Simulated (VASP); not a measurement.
# MgC2 (P-3m1) in VASP: a series of runs, part 2 of 2

VASP 6.6.1. The steps go on from the part before.

## 5. Relaxation of cell and atoms, PBE (species swapped into the LuCd2 type (P-3m1, No. 164))

INCAR

```
PREC = Accurate
ENCUT = 600
EDIFF = 1E-6
ISMEAR = 0
SIGMA = 0.1
LREAL = False
LASPH = True
NELM = 100
ALGO = Fast
ISIF = 3
LWAVE = False
LCHARG = False
GGA = PE
IBRION = 2
NSW = 90
EDIFFG = -0.04
```

KPOINTS

```
Automatic mesh
0
Gamma
  9 9 4
```

POSCAR

```
MgC2
1.0
    2.6499750262      0.0000000000      0.0000000000
   -1.3249875131      2.2949456921      0.0000000000
    0.0000000000      0.0000000000      4.1333256255
Mg C
1 2
Direct
    0.0000000000      0.0000000000      0.0000000000
    0.6666666667      0.3333333333      0.5599605786
    0.3333333333      0.6666666667      0.4400394214
```

Potentials or basis: VASP PAW PBE potentials, release 64 (Mg, C).

Command:

```
cat potpaw_PBE.64/Mg/POTCAR potpaw_PBE.64/C/POTCAR > POTCAR
mpirun -np 1 vasp_std > vasp.out
```

OUTCAR:

```text
PREC = Accurate
   ENCUT = 600
   EDIFF = 1E-6
   ISMEAR = 0
   LREAL = False
   LASPH = True
   NELM = 100
   ISIF = 3
   GGA = PE
   IBRION = 2
   NSW = 90
   EDIFFG = -0.04

 ion  position               nearest neighbor table
   1  0.000  0.000  0.000-   2 2.38   3 2.38   2 2.38   3 2.38   2 2.38   3 2.38   2 2.77   3 2.77
                             2 2.77   3 2.77   2 2.77   3 2.77
   2  0.667  0.333  0.560-   3 1.61   3 1.61   3 1.61   1 2.38   1 2.38   1 2.38   1 2.77   1 2.77
                             1 2.77
   3  0.333  0.667  0.440-   2 1.61   2 1.61   2 1.61   1 2.38   1 2.38   1 2.38   1 2.77   1 2.77
                             1 2.77

  LATTYP: Found a hexagonal cell.
 ALAT       =     2.6499750262
 C/A-ratio  =     1.5597602184

  Lattice vectors:

[... 312 lines left out ...]
 fundamental gap:      0.2940769267
 Fermi energy:         9.5390434990

 k-point     1 :       0.0000    0.0000    0.0000
  band No.  band energies     occupation
      1     -10.7954      2.00000
      2      -0.3877      2.00000
      3       3.0352      2.00000
      4       5.5850      2.00000
      5       5.5850      2.00000
      6      13.4270      0.00000
      7      13.4270      0.00000
      8      14.6548      0.00000
      9      15.1200      0.00000
[... 265 lines left out ...]
 k-point    24 :      -0.1111    0.3333    0.2500
  band No.  band energies     occupation
      1      -8.7992      2.00000
      2       0.1414      2.00000
      3       0.2827      2.00000
      4       2.7403      2.00000
      5       6.7326      2.00000
      6      11.0960      0.00000
      7      13.9254      0.00000
      8      15.2047      0.00000
      9      16.4194      0.00000

 [... further k-points ...]

------------------------ aborting loop because EDIFF is reached ----------------------------------------

  FORCE on cell =-STRESS in cart. coord.  units (eV):
  Direction    XX          YY          ZZ          XY          YZ          ZX
  --------------------------------------------------------------------------------------
  -------------------------------------------------------------------------------------
  Total       -0.0067341     -0.0067341      0.0979652      0.0000000     -0.0000000      0.0000000
  in kB       -0.4325627     -0.4325627      6.2927323      0.0000000     -0.0000000      0.0000000
  external PRESSURE =       1.8092023 kB  Pullay stress =       0.0000000 kB
[... 18 lines left out ...]
  FREE ENERGIE OF THE ION-ELECTRON SYSTEM (eV)
  ---------------------------------------------------
  free  energy   TOTEN  =       -18.0832050597 eV

  energy  without entropy=      -18.0830786299  energy(sigma->0) =      -18.08314184

 reached required accuracy - stopping structural energy minimisation
```

OSZICAR:

```text
N       E                     dE             d eps       ncg     rms          rms(c)
DAV:   1     0.207084983093E+02    0.20708E+02   -0.57405E+03   838   0.110E+03
DAV:   2    -0.178635335746E+02   -0.38572E+02   -0.34898E+02  1123   0.148E+02
DAV:   3    -0.190946760009E+02   -0.12311E+01   -0.12285E+01   926   0.297E+01
DAV:   4    -0.191015607704E+02   -0.68848E-02   -0.68828E-02  1149   0.218E+00
[... 27 lines left out ...]
RMM:   2    -0.180834714195E+02    0.17068E-02   -0.27134E-03   774   0.428E-01    0.921E-02
RMM:   3    -0.180832276024E+02    0.24382E-03   -0.95636E-04   774   0.226E-01    0.356E-02
RMM:   4    -0.180832049171E+02    0.22685E-04   -0.64894E-05   776   0.845E-02    0.568E-03
RMM:   5    -0.180832049909E+02   -0.73783E-07   -0.12915E-05   771   0.309E-02    0.184E-03
RMM:   6    -0.180832050597E+02   -0.68803E-07   -0.22324E-06   598   0.130E-02
   4 F= -.18083205E+02 E0= -.18083142E+02  d E =-.419339E-03
```

CONTCAR:

```text
MgC2
   1.00000000000000
     2.6554643836332592    0.0000000000000000   -0.0000000000000000
    -1.3277321918166296    2.2996996150877580    0.0000000000000000
     0.0000000000000000    0.0000000000000000    4.0844310994150819
  Mg              C
     1     2
Direct
     1.0000000000000000    0.0000000000000000    0.0000000000000000
     0.6666666667000030    0.3333333332999970    0.5619564696799153
     0.3333333332999970    0.6666666667000030    0.4380435303200846

  0.00000000E+00  0.00000000E+00  0.00000000E+00
  0.00000000E+00  0.00000000E+00  0.00000000E+00
  0.00000000E+00  0.00000000E+00  0.00000000E+00
```

Run time: 15 s. Hardware: 1 thread of Intel Xeon 6975P-C (Granite Rapids), shared host; peak memory 0.16 GiB.

What came out:

| Quantity | Value |
| --- | --- |
| Free energy | -18.0832 eV |
| Relaxed volume | 8.31 Å³/atom |
| Relaxed cell | a = 2.655 Å, b = 2.655 Å, c = 4.084 Å, α = 90.00°, β = 90.00°, γ = 120.00° |
| Space group after relaxing (to 0.05 Å) | P-3m1 (No. 164) |
| Energy gained by relaxing | 0.8 meV/atom |
| Ionic steps | 4 |
| Pressure after relaxing | 0.2 GPa |
| Largest force after relaxing | 0.030 eV/Å |
| Band gap on the k mesh | 0.29 eV, indirect (least direct gap 0.72 eV) |

Forces on the atoms (eV/Å):
```
Mg   0.000  0.000  0.000
C    0.000  0.000  0.030
C    0.000  0.000 -0.030
```

Stress tensor (GPa, compression positive):
```
-0.04  0.00  0.00
 0.00 -0.04  0.00
 0.00  0.00  0.63
```

Step by step:
| step | energy change (eV) | largest force (eV/Å) | pressure (GPa) | volume (Å³) |
| --- | --- | --- | --- | --- |
| 1 | 0.0000 | 0.1262 | -0.16 | 25.14 |
| 2 | -0.0018 | 0.0120 | -0.52 | 25.11 |
| 3 | -0.0019 | 0.0710 | -0.65 | 25.09 |
| 4 | -0.0024 | 0.0298 | 0.18 | 24.94 |

Final structure:
```cif
data_structure
_symmetry_space_group_name_H-M 'P 1'
_symmetry_Int_Tables_number 1
_cell_length_a 2.6555
_cell_length_b 2.6555
_cell_length_c 4.0844
_cell_angle_alpha 90.000
_cell_angle_beta 90.000
_cell_angle_gamma 120.000
_cell_volume 24.94
loop_
_atom_site_label
_atom_site_type_symbol
_atom_site_fract_x
_atom_site_fract_y
_atom_site_fract_z
_atom_site_occupancy
Mg1 Mg 0.00000 0.00000 0.00000 1
C1 C 0.66667 0.33333 0.56196 1
C2 C 0.33333 0.66667 0.43804 1
```

Levels at points of the mesh, in eV from the valence-band top:
```
           k point  band 3  band 4  band 5  band 6  band 7  band 8
(0.00, 0.00, 0.00)   -6.38   -3.83   -3.83    4.02    4.02    5.24
(0.00, 0.00, 0.50)   -3.78   -3.78    0.00    0.72    3.94    3.94
```

Caveat: an odd mesh through Γ misses points on the zone boundary, where band edges often lie.

## 6. Summary

| task | cell | k mesh | cutoff (eV) | smearing | gap on the mesh (eV) | pressure (GPa) | relaxed volume (Å³/atom) | largest force (eV/Å) |
| --- | --- | --- | --- | --- | --- | --- | --- | --- |
| single point | species swapped into the LuCd2 type (P-3m1, No. 164) | 15 × 15 × 10 | 520 | gaussian 0.02 eV | 0.14 | 0.0 | - | 0.02 |
| relaxation of cell and atoms | relaxed from: species swapped into the LuCd2 type (P-3m1, No. 164) | 15 × 15 × 10 | 600 | gaussian 0.02 eV | 0.15 | 0.0 | 8.39 | - |
| single point | species swapped into the LuCd2 type (P-3m1, No. 164) | 9 × 9 × 4 | 520 | gaussian 0.1 eV | 0.31 | -0.1 | - | 0.01 |
| relaxation of cell and atoms | relaxed from: species swapped into the LuCd2 type (P-3m1, No. 164) | 9 × 9 × 4 | 600 | gaussian 0.1 eV | 0.29 | 0.2 | 8.31 | 0.03 |

Alike in all rows: level PBE; potentials or basis VASP PAW PBE potentials, release 64 (Mg, C); no spin polarisation.

Caveats: an odd mesh through Γ misses points on the zone boundary, where band edges often lie.

Absolute energies hang on the potentials; compare differences alone.
